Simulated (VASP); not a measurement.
# CoSi2: Co into a neighbouring Co vacancy

How hard is this move in CoSi2: Co into a neighbouring Co vacancy? Both ends are relaxed first, then a band of images between them. The start is a cell from a database of measured crystal structures.

Main program and level: VASP 6.6.1; PBE, spin-polarised from a ferromagnetic start (one magnetic atom a cell); plane waves and PAW (Co, Si), in the first sound run; inputs show where later runs differ.

The database entry behind the starting cell differs from later determinations by our own check (0.1 to 0.3 % short, probably kX units), so it need not match the best structure at ambient conditions.

## Step 1: The host crystal

Symmetry: Fm-3m, No. 225, cubic system. The conventional cell has a = 5.356 Å, b = 5.356 Å, c = 5.356 Å, α = 90.00°, β = 90.00°, γ = 90.00°. Co has 8 Si at 2.32 Å nearest. Nearest to Si lie 4 Co at 2.32 Å. Farther neighbours are not listed.

Coordinates:

```xyz
3
Lattice="0.0000 2.6780 2.6780 2.6780 0.0000 2.6780 2.6780 2.6780 0.0000" Properties=species:S:1:pos:R:3 pbc="T T T"
Co    0.0000    0.0000    0.0000
Si    4.0170    4.0170    4.0170
Si    1.3390    1.3390    1.3390
```

## Step 2: Relax the host

The later steps need the crystal at this functional's own lattice; a raised cutoff keeps the stress reliable while the cell changes.

The input, INCAR:

```
SYSTEM = CoSi2
PREC = Accurate
ENCUT = 350
EDIFF = 1E-06
NELM = 120
ISMEAR = 0
SIGMA = 0.1
LREAL = .FALSE.
ALGO = Normal
GGA = PE
NBANDS = 18
ISPIN = 2
MAGMOM = 2 0 0
LASPH = .TRUE.
LMAXMIX = 4
LORBIT = 11
LWAVE = .FALSE.
LCHARG = .FALSE.
KPAR = 3
IBRION = 2
NSW = 40
ISIF = 3
EDIFFG = -0.02
POTIM = 0.4
```

The input, POSCAR:

```
CoSi2
1.0
    0.0000000000      2.6780000000      2.6780000000
    2.6780000000      0.0000000000      2.6780000000
    2.6780000000      2.6780000000      0.0000000000
Co Si
1 2
Direct
    0.0000000000      0.0000000000      0.0000000000
    0.7500000000      0.7500000000      0.7500000000
    0.2500000000      0.2500000000      0.2500000000
```

The input, KPOINTS:

```
Automatic mesh
0
Gamma
6 6 6
0 0 0
```

The projector-augmented-wave data sets are Co and Si (PBE family, release 64).

Launch:

```sh
> mpirun -np 3 vasp_std
```

Output:

```text
[banner, memory and clock lines left out]
running    3 mpi-ranks, on    1 nodes
 distrk:  each k-point on    1 cores,    3 groups
 distr:  one band on    1 cores,    1 groups

 POSCAR found type information on POSCAR CoSi
 POSCAR found :  2 types and       3 ions
 LDA part: xc-table for (Slater+PW92), standard interpolation
 POSCAR, INCAR and KPOINTS ok, starting setup
 FFT: planning ... GRIDC
 FFT: planning ... GRID_SOFT
 FFT: planning ... GRID
 WAVECAR not read
 entering main loop
       N       E                     dE             d eps       ncg     rms          rms(c)
DAV:   1     0.471769396780E+02    0.47177E+02   -0.52339E+03  1184   0.653E+02
DAV:   2    -0.176590239244E+02   -0.64836E+02   -0.57333E+02  1216   0.157E+02
DAV:   3    -0.203284240161E+02   -0.26694E+01   -0.26061E+01  1428   0.351E+01
DAV:   4    -0.203717757247E+02   -0.43352E-01   -0.43291E-01  1362   0.433E+00
DAV:   5    -0.203729548203E+02   -0.11791E-02   -0.11790E-02  1424   0.725E-01    0.160E+01
DAV:   6    -0.249199929468E+02   -0.45470E+01   -0.19546E+01  1218   0.925E+01    0.192E+01
DAV:   7    -0.193072252474E+02    0.56128E+01   -0.97652E+00  1396   0.726E+01    0.333E+00
DAV:   8    -0.193218982379E+02   -0.14673E-01   -0.69008E-01  1436   0.528E+00    0.207E+00
DAV:   9    -0.192890543144E+02    0.32844E-01   -0.75263E-02  1372   0.445E+00    0.793E-01
DAV:  10    -0.192895148350E+02   -0.46052E-03   -0.34352E-03  1516   0.523E-01    0.326E-01
DAV:  11    -0.192894675229E+02    0.47312E-04   -0.84362E-04  1412   0.375E-01    0.111E-01
DAV:  12    -0.192895944525E+02   -0.12693E-03   -0.25904E-04  1342   0.170E-01    0.537E-02
DAV:  13    -0.192895952226E+02   -0.77010E-06   -0.24251E-05  1406   0.514E-02    0.146E-02
DAV:  14    -0.192895956632E+02   -0.44058E-06   -0.18310E-06  1218   0.108E-02
   1 F= -.19289596E+02 E0= -.19285239E+02  d E =-.192896E+02  mag=    -0.0008
 curvature:   0.00 expect dE= 0.000E+00 dE for cont linesearch  0.000E+00
 trial: gam= 0.00000 g(F)=  0.107E-45 g(S)=  0.103E-04 ort = 0.000E+00 (trialstep = 0.100E+01)
 search vector abs. value=  0.103E-04
 reached required accuracy - stopping structural energy minimisation
```

Run time: 4.6 s. Hardware: 3 MPI ranks of AMD EPYC 9R45, shared host; peak memory 0.35 GiB.

Lines that name or quote the potential files are left out of all logs, and their timing lines are given in words.

Parts of OUTCAR (step 2):

```text
ion  position               nearest neighbor table
   1  0.000  0.000  0.000-   2 2.32   3 2.32   2 2.32   2 2.32   3 2.32   2 2.32   3 2.32   3 2.32

  LATTYP: Found a face centered cubic cell.
 ALAT       =     5.3560000000

 Subroutine GETGRP returns: Found 48 space group operations
 (whereof 48 operations were pure point group operations)

The static configuration has the point symmetry O_h .

 Found     16 irreducible k-points:

   k-points           NKPTS =     16   k-points in BZ     NKDIM =     16   number of bands    NBANDS=     18

   dimension x,y,z NGX =    24 NGY =   24 NGZ =   24
   dimension x,y,z NGXF=    48 NGYF=   48 NGZF=   48

   ENCUT  =  350.0 eV  25.72 Ry    5.07 a.u.   5.78  5.78  5.78*2*pi/ulx,y,z

   NELECT =      17.0000    total number of electrons

 k-points in reciprocal lattice and weights: Automatic mesh
   0.00000000  0.00000000  0.00000000       0.005
   0.16666667  0.00000000  0.00000000       0.037
   0.33333333  0.00000000  0.00000000       0.037
   0.50000000  0.00000000  0.00000000       0.019
   0.16666667  0.16666667  0.00000000       0.028
   0.33333333  0.16666667  0.00000000       0.111
   0.50000000  0.16666667  0.00000000       0.111
  -0.33333333  0.16666667  0.00000000       0.111
  -0.16666667  0.16666667  0.00000000       0.056
[...]
-0.33333333  0.33333333  0.16666667       0.111
  -0.33333333  0.50000000  0.16666667       0.056

 average (electrostatic) potential at core
       1 -78.2532       2 -79.4445       3 -79.4445

 E-fermi :  10.2246

 spin component 1
 k-point     1 :       0.0000    0.0000    0.0000
  band No.  band energies     occupation
    ...
      2       6.0202      1.00000
      3       6.0202      1.00000
      4       6.0202      1.00000
      5       8.1945      1.00000
      6       8.1945      1.00000
      7      10.8496      0.00000
      8      13.5087      0.00000
      9      13.5087      0.00000
     10      13.5087      0.00000
     11      13.5453      0.00000
    ...

 k-point     2 :       0.1667    0.0000    0.0000
  band No.  band energies     occupation
    ...
      2       5.0566      1.00000
      3       6.1612      1.00000
      4       6.1612      1.00000
      5       8.0927      1.00000
      6       8.0927      1.00000
      7      10.2693      0.26366
      8      11.8869      0.00000
      9      12.0426      0.00000
     10      12.0426      0.00000
     11      14.4246      0.00000
    ...

 k-point     3 :       0.3333    0.0000    0.0000
  band No.  band energies     occupation
    ...
      3       6.4248      1.00000
      4       6.4248      1.00000
      5       8.1197      1.00000
      6       8.1197      1.00000
      7       8.4964      1.00000
      8      10.5533      0.00000
      9      10.5533      0.00000
     10      12.6926      0.00000
     11      13.7125      0.00000
     12      13.7125      0.00000
    ...

 k-point     4 :       0.5000    0.0000    0.0000
  band No.  band energies     occupation
    ...
      5       7.9279      1.00000
      6       8.4752      1.00000
      7       8.4752      1.00000
      8       9.6185      1.00000
      9       9.6185      1.00000
     10      12.7879      0.00000
     11      13.5081      0.00000
     12      13.5081      0.00000
     13      14.4441      0.00000
     14      20.4645      0.00000
    ...

 k-point     5 :       0.1667    0.1667    0.0000
  band No.  band energies     occupation
    ...
      2       5.2022      1.00000
      3       6.0505      1.00000
      4       6.0505      1.00000
      5       7.6321      1.00000
      6       8.3312      1.00000
      7      10.8319      0.00000
      8      10.8319      0.00000
      9      11.3047      0.00000
     10      11.4515      0.00000
     11      13.7911      0.00000
    ...

 k-point     6 :       0.3333    0.1667    0.0000
  band No.  band energies     occupation
    ...
      4       6.2216      1.00000
      5       7.0750      1.00000
      6       8.4463      1.00000
      7       8.7339      1.00000
      8       9.7872      1.00000
      9      10.3670      0.02204
     10      12.0320      0.00000
     11      14.3979      0.00000
     12      15.4093      0.00000
     13      15.4595      0.00000
    ...

  Total        0.0163169      0.0163169      0.0163169      0.0000000      0.0000000     -0.0000000
  in kB        0.6805932      0.6805932      0.6805932      0.0000000      0.0000000     -0.0000000
  external PRESSURE =       0.6805932 kB  Pullay stress =       0.0000000 kB

  energy-cutoff  :      350.00
  volume of cell :       38.41
      direct lattice vectors                 reciprocal lattice vectors
     0.000000000  2.678000000  2.678000000    -0.186706497  0.186706497  0.186706497
     2.678000000  0.000000000  2.678000000     0.186706497 -0.186706497  0.186706497
     2.678000000  2.678000000  0.000000000     0.186706497  0.186706497 -0.186706497

 POSITION                                       TOTAL-FORCE (eV/Angst)
 -----------------------------------------------------------------------------------
      0.00000      0.00000      0.00000        -0.000000      0.000000      0.000000
      4.01700      4.01700      4.01700        -0.000000      0.000000      0.000000
      1.33900      1.33900      1.33900         0.000000     -0.000000     -0.000000
 -----------------------------------------------------------------------------------
    total drift:                               -0.000000      0.000000      0.000000

  FREE ENERGIE OF THE ION-ELECTRON SYSTEM (eV)
  ---------------------------------------------------
  free  energy   TOTEN  =       -19.2895956632 eV

  energy  without entropy=      -19.2808821310  energy(sigma->0) =      -19.28523890

 reached required accuracy - stopping structural energy minimisation

 total charge
# of ion       s       p       d       tot
------------------------------------------
    1        0.539   0.719   7.586   8.844
    2        0.717   0.874   0.000   1.591
    3        0.717   0.874   0.000   1.591
--------------------------------------------------
tot          1.974   2.468   7.586  12.027

 magnetization (x)
# of ion       s       p       d       tot
------------------------------------------
    1        0.000   0.000   0.000   0.000
    2        0.000   0.000   0.000   0.000
    3        0.000   0.000   0.000   0.000
--------------------------------------------------
tot          0.000   0.000   0.000   0.000

[... 6 further parts left out ...]
```

The moments of the start collapse, so the state is non-magnetic; other starts or orders were not tried. The k-mesh is coarse for a metal. The run keeps the 48 symmetry operations of its start, so it cannot find a distortion of lower symmetry.

Little changed from the start: no atom moved by 0.005 Å and no cell edge by 0.1 %.

This step gave:

- electronic cycles: 14
- electrons: 17
- free energy (TOTEN): -19.29 eV
- energy at zero smearing: -19.29 eV
- Fermi energy: 10.22 eV
- moment of the cell, from the last line of the log: 0 μB
- labelled metallic, from the levels on this mesh: yes

The spin moment in the PAW sphere vanishes on all atoms.

The start already met the threshold, so nothing moved.

[end of part 1 of 4]

[Lines on the potential files, build, host, timing and source positions are cut from VASP's logs without a mark.]

[Logs are printed without paths, hosts, clocks, repeated set-up lines and the standing remarks that a program may print on its own settings, such as how far it seeks lower states.]

[Hosts, paths, dates, database ids (printed as entryN), source tags and the programs' standing remarks are cut or masked in the printed files.]

[Runs that stopped without an error message from VASP are left out.]
